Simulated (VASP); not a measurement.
An input for Quantum ESPRESSO's pw.x (written as the equivalent of a VASP run, and not itself run):

```
&CONTROL
  calculation = 'vc-relax'
  pseudo_dir = './pseudo'
  outdir = './out'
  tprnfor = .true.
  tstress = .true.
  nstep = 60
  forc_conv_thr = 0.00039
/
&SYSTEM
  ibrav = 0
  nat = 2
  ntyp = 2
  ecutwfc = 84
  occupations = 'smearing'
  smearing = 'methfessel-paxton'
  degauss = 0.00735
  input_dft = 'pbesol'
/
&ELECTRONS
  conv_thr = 7.3e-08
  electron_maxstep = 100
/
&IONS
/
&CELL
/
ATOMIC_SPECIES
  Ti 47.867 Ti.upf
  Ga 69.723 Ga.upf
CELL_PARAMETERS angstrom
     2.7959600    0.0000000    0.0000000
     0.0000000    2.7959600    0.0000000
     0.0000000    0.0000000    3.9528900
ATOMIC_POSITIONS crystal
  Ti   0.5000000  0.5000000  0.5000000
  Ga   0.0000000  0.0000000  0.0000000
K_POINTS automatic
  12 12 8 0 0 0
```

Problem. Write the VASP files for the same calculation (PBEsol).

Solution. Several could match; the one computed here: 
File KPOINTS:
```
Automatic mesh
0
Gamma
 12 12 8
0 0 0
```

### INCAR
```
SYSTEM = TiGa
PREC = Accurate
ENCUT = 400
EDIFF = 1E-6
NELM = 100
ALGO = Normal
LREAL = .FALSE.
LASPH = .TRUE.
ISMEAR = 1
SIGMA = 0.1
GGA = PS
LMAXMIX = 4
LWAVE = .FALSE.
LCHARG = .FALSE.
IBRION = 2
ISIF = 3
NSW = 60
EDIFFG = -0.01
```

### POSCAR
```
TiGa
1.0
  2.7959600000   0.0000000000   0.0000000000
  0.0000000000   2.7959600000   0.0000000000
  0.0000000000   0.0000000000   3.9528900000
Ti Ga
1 1
Cartesian
  1.3979800000   1.3979800000   1.9764450000
  0.0000000000   0.0000000000   0.0000000000
```

POTCAR, in this order: Ti_sv Ga_d (PBE.64 set). Program: vasp_std.

What does not carry over: the potentials are each code's own (VASP's PAW set, PseudoDojo norm-conserving files in pw.x), so ENCUT and ecutwfc are chosen apart and not converted; conv_thr bounds pw.x's estimated SCF error, while EDIFF bounds the energy change between steps; forc_conv_thr acts on force components and is met together with etot_conv_thr.

The structure comes from a computed database's TiGa entry (P4/mmm); how it stands against other phases isn't given here. This run relaxes it. Symmetry was kept, so distortions that lower it aren't found.
